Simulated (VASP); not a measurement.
Data:

```xyz
3
Lattice="2.0553 -3.5599 0.0000 2.0553 3.5599 0.0000 0.0000 0.0000 5.3244" Properties=species:S:1:pos:R:3 pbc="T T T"
Te     2.0553     1.1866     1.3524
Te     2.0553    -1.1866     3.9720
Pt     0.0000     0.0000     0.0000
```

The numbers are results of PBE GGA, VASP's PBE PAW potentials (set 64) (plane waves; VASP), not measurements. Numerical set-up: 400 eV cut-off, 11×11×7 Γ-centred mesh, first-order Methfessel-Paxton smearing of 0.10 eV, potentials Te Pt.

Gaps are read on the run's mesh, which can miss a band edge. Unless said otherwise, spin-orbit coupling is left out, though it shifts the bands of the heavy elements here.

### Question
What does the run give for the energy per atom (σ→0), band gap (on the k-mesh) with the smallest direct gap where there is one?

### Answer

```yaml
band gap (on the k-mesh): none (metal, semimetal or under 0.01 eV)
energy per atom (σ→0): -4.522 eV/atom
```

The absolute energy has meaning only against runs of the same code, potentials and settings.

The compound is PtTe2 in the 1T layered structure. The cell was not relaxed at this level. The run is one of a series of settings (KPOINTS 11×11×7 Γ-centred mesh against the base run), some of them coarse on purpose.
